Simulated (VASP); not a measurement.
OSZICAR of a VASP run on Ca (fcc):

File OSZICAR:
```
       N       E                     dE             d eps       ncg     rms          rms(c)
DAV:   1     0.636932809738E+02    0.63693E+02   -0.54829E+03  1872   0.107E+03
DAV:   2     0.435651230779E+00   -0.63258E+02   -0.62901E+02  1926   0.244E+02
DAV:   3    -0.726615922333E+00   -0.11623E+01   -0.11405E+01  2633   0.345E+01
DAV:   4    -0.764876760486E+00   -0.38261E-01   -0.38197E-01  2506   0.465E+00
DAV:   5    -0.765698142184E+00   -0.82138E-03   -0.82095E-03  2694   0.516E-01    0.159E+00
DAV:   6    -0.735421075798E+00    0.30277E-01   -0.14218E-02  2890   0.119E+00    0.868E-01
DAV:   7    -0.723409940756E+00    0.12011E-01   -0.20203E-02  2839   0.128E+00    0.130E-01
DAV:   8    -0.723503364706E+00   -0.93424E-04   -0.44831E-04  2002   0.223E-01    0.419E-02
DAV:   9    -0.723533635781E+00   -0.30271E-04   -0.98644E-05  2861   0.100E-01    0.986E-03
DAV:  10    -0.723532969832E+00    0.66595E-06   -0.36428E-06  2145   0.214E-02
   1 F= 0.34228674E+01 E0= 0.34230962E+01  d E =0.342287E+01
       N       E                     dE             d eps       ncg     rms          rms(c)
DAV:   1    -0.687003805665E+00    0.36530E-01   -0.32856E-01  2195   0.693E+00    0.714E-01
DAV:   2    -0.676800833235E+00    0.10203E-01   -0.27182E-02  2050   0.195E+00    0.294E-01
DAV:   3    -0.675153869926E+00    0.16470E-02   -0.12352E-02  2560   0.997E-01    0.840E-02
DAV:   4    -0.675336893705E+00   -0.18302E-03   -0.39694E-04  1983   0.231E-01    0.506E-02
DAV:   5    -0.675649832338E+00   -0.31294E-03   -0.72835E-04  2674   0.114E-01    0.234E-02
DAV:   6    -0.675650932802E+00   -0.11005E-05   -0.83115E-06  2215   0.270E-02    0.632E-03
DAV:   7    -0.675650406126E+00    0.52668E-06   -0.42770E-06  2001   0.112E-02
   2 F= 0.34227024E+01 E0= 0.34229379E+01  d E =-.164998E-03
       N       E                     dE             d eps       ncg     rms          rms(c)
DAV:   1    -0.696476756686E+00   -0.20826E-01   -0.51517E-02  2185   0.276E+00    0.282E-01
DAV:   2    -0.694896860235E+00    0.15799E-02   -0.43082E-03  2091   0.772E-01    0.116E-01
DAV:   3    -0.694647249820E+00    0.24961E-03   -0.19441E-03  2554   0.393E-01    0.346E-02
DAV:   4    -0.694673510637E+00   -0.26261E-04   -0.61521E-05  1947   0.911E-02    0.212E-02
DAV:   5    -0.694713787249E+00   -0.40277E-04   -0.11754E-04  2684   0.469E-02    0.895E-03
DAV:   6    -0.694711913731E+00    0.18735E-05   -0.10676E-06  1285   0.104E-02    0.216E-03
DAV:   7    -0.694711558669E+00    0.35506E-06   -0.29326E-07   969   0.482E-03
   3 F= 0.34225916E+01 E0= 0.34228288E+01  d E =-.275808E-03
```

**Question.** Which electronic solver shows in the log?

**Answer.** It is blocked Davidson (ALGO = Normal, or the opening steps of other solvers). The INCAR had ALGO = Normal.

**Question.** Can the final energy be trusted as converged?

**Answer.** The run converged. It stopped with EDIFF = 1E-6, NELM = 100, NSW = 40 and EDIFFG = -0.02 after 3 ionic steps (PBE GGA, plane waves, VASP's PBE PAW potentials (set 64)).

The compound is Ca in the fcc structure. This run relaxes it under an external pressure of 30 GPa. Symmetry was kept, so distortions that lower it aren't found.
